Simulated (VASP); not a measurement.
An input for Ansatz (written as the equivalent of a VASP run, and not itself run):

Ansatz 0.2 input:
```yaml
crystal:
  lattice:
    - [1.5819881, -2.7400767, 0.0000000]
    - [1.5819881, 2.7400767, 0.0000000]
    - [0.0000000, 0.0000000, 5.4209880]
  atoms:
    - { symbol: Se, position: [1.0000000, 0.3325609, 0.6666670] }
    - { symbol: Se, position: [0.6674391, 0.6674391, 0.0000000] }
    - { symbol: Se, position: [0.3325609, 1.0000000, 0.3333330] }
kpoints:
  mp_grid: { grid: [11, 11, 6] }
hamiltonian:
  xc: r2scan
  pseudopotentials: { kind: paw }
scf:
  occupations: { method: methfessel_paxton, width: 0.1 }
  max_iter: 100
relax:
  max_steps: 40
  f_tol: 0.02
  cell: { p_target: 45 }
output: { forces: true, stress: true, eigenvalues: true }
```

**Question.** Translate this input to VASP (INCAR, KPOINTS, POSCAR, choice of POTCAR).

**Answer.** One answer among several that fit: 
**INCAR**
```
# general
SYSTEM =Se
PREC   =Accurate
ENCUT  =500
LREAL  =.FALSE.
LASPH  =.TRUE.

# electronic loop
EDIFF  =1E-6
NELM   =100
ALGO   =Normal
LMAXMIX=4
LMIXTAU=.TRUE.

# smearing
ISMEAR =1
SIGMA  =0.1

# functional
METAGGA=R2SCAN

# ions
IBRION =2
NSW    =40
ISIF   =3
EDIFFG =-0.02
PSTRESS=450

# output
LWAVE  =.FALSE.
LCHARG =.FALSE.
```

File KPOINTS:
```
Automatic
0
G
11 11 6
0 0 0
```

### POSCAR
```
Se
1.0
  1.5819880911  -2.7400766508   0.0000000000
  1.5819880911   2.7400766508   0.0000000000
  0.0000000000   0.0000000000   5.4209879512
Se
3
Cartesian
  2.1080954798  -1.8288342817   3.6139937745
  2.1117614050  -0.0000000000   0.0000000000
  2.1080954798   1.8288342817   1.8069941767
```

POTCAR, in this order: Se (PBE.64 set). Program: vasp_std.

Limits of the translation: each code has its own PAW files, so the cut-off isn't converted (ENCUT is set for VASP's; basis.ecutwfc is left out, and Ansatz then takes the one that its files recommend); Ansatz stops its SCF on the density residual and VASP on the energy change (EDIFF).

The compound is Se in the trig structure. This run relaxes it under an external pressure of 45 GPa. Symmetry was kept, so distortions that lower it aren't found.
